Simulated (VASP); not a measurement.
The system is MnIn11As12 (a cell with a defect).

```
Mn In As
1.0
     0.00000    9.08700    9.08700
     6.05800    0.00000    6.05800
     6.05800    6.05800    0.00000
Mn In As
1 11 12
Cartesian
  6.0546 6.0582 0.0098
  3.0306 3.0393 0.0323
  3.0243 0.0367 3.0370
  6.0234 3.0220 3.0357
  6.0605 3.0138 9.0637
  3.0254 6.0299 3.0177
  9.0978 9.0674 6.0565
  6.0609 6.0549 6.0459
  0.0306 6.0869 6.0848
  3.0280 9.0760 6.0742
  3.0096 6.0857 9.0790
  6.0488 9.1013 9.0983
  1.4701 1.4762 1.4688
  4.5876 4.5958 1.4798
  4.5840 1.4697 4.6082
  7.5759 4.5373 4.5369
  1.5020 4.5346 4.5559
  4.5335 7.5720 4.5367
  4.5337 4.5585 7.5776
  7.5586 7.5754 7.5841
  1.4681 7.6533 7.6386
  4.5409 10.6245 7.5785
  4.5387 7.5832 10.6230
  7.5727 10.6132 10.6171
```

Base run:

- Program: VASP 6.6.1
- Functional: PBEsol
- Potentials or basis: VASP PAW PBE potentials, release 64 (Mn_pv, In_d, As)
- Cutoff: 350 eV
- k mesh: 2 × 3 × 3
- Occupations: gaussian, width 0.03 eV
- Spin: collinear spin, ferromagnetic start
- Starting moments: [4.0, 0.0, 0.0, 0.0, 0.0, 0.0, 0.0, 0.0, 0.0, 0.0, 0.0, 0.0, 0.0, 0.0, 0.0, 0.0, 0.0, 0.0, 0.0, 0.0, 0.0, 0.0, 0.0, 0.0] μB
- Fixed moment: 4 μB
- Hubbard terms: Mn d U = 3.5 eV

Its results: pressure 0.0 GPa; net moment 4.00 μB per cell; site moments Mn +4.34; In +0.00, -0.00; As -0.07, -0.02, -0.01, -0.06 μB; largest force 0.109 eV/Å.

**Question.** After a change of settings the same cell gave: pressure 0.0 GPa; net moment 4.60 μB per cell; site moments Mn +4.35; In +0.01, +0.00; As -0.05, -0.06, -0.01, +0.00, +0.01, -0.02 μB; largest force 0.108 eV/Å. Which change was it?
A. k mesh from 2 × 3 × 3 to 2 × 2 × 2; hubbard terms from Mn d U = 3.5 eV to none
B. k mesh from 2 × 3 × 3 to 2 × 2 × 2; fixed moment from 4 μB to none
C. k mesh from 2 × 3 × 3 to 2 × 2 × 2; hubbard terms from Mn d U = 3.5 eV to Mn d U = 5.5 eV

**Answer.** B.

Caveats: some runs use coarse meshes; the PAW data sets were made with another functional, which shifts forces and pressure a little; only a ferromagnetic start was run, and an antiferromagnetic order may lie lower in energy; the U is typed as a test and isn't derived for this compound; the total moment is fixed, so each spin has its own Fermi level (some runs).
